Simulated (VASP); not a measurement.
Here is the system:

```xyz
2
Lattice="1.7180 -2.9756 0.0000 1.7180 2.9756 0.0000 0.0000 0.0000 5.5623" Properties=species:S:1:pos:R:3 pbc="T T T"
Tl     1.7180     0.9919     1.3906
Tl     1.7180    -0.9919     4.1717
```

Level of theory: PBEsol GGA, VASP's PBE PAW potentials (set 64) (plane waves; VASP 6.6.1). Numerical set-up: 400 eV cut-off, Gaussian smearing of 0.050 eV, potentials Tl_d.

Give the energies of bands 11 to 16 at the high-symmetry points, in eV from the Fermi level.

| band | Γ | M | K | A | L | H |
|---|---|---|---|---|---|---|
| 11 | -10.14 | -5.78 | -4.60 | -8.72 | -4.74 | -4.08 |
| 12 | -5.28 | -4.72 | -4.60 | -8.72 | -4.74 | -4.08 |
| 13 | -2.97 | -0.81 | -1.35 | 3.14 | -2.36 | -0.94 |
| 14 | 8.12 | 0.36 | 1.67 | 3.14 | -2.36 | -0.94 |
| 15 | 8.12 | 1.28 | 1.67 | 9.08 | 5.59 | 0.15 |
| 16 | 10.18 | 3.73 | 2.68 | 9.08 | 5.59 | 0.15 |

It has no gap at this level: it comes out as a metal or semimetal.

The compound is Tl in the hcp structure. It was relaxed first.
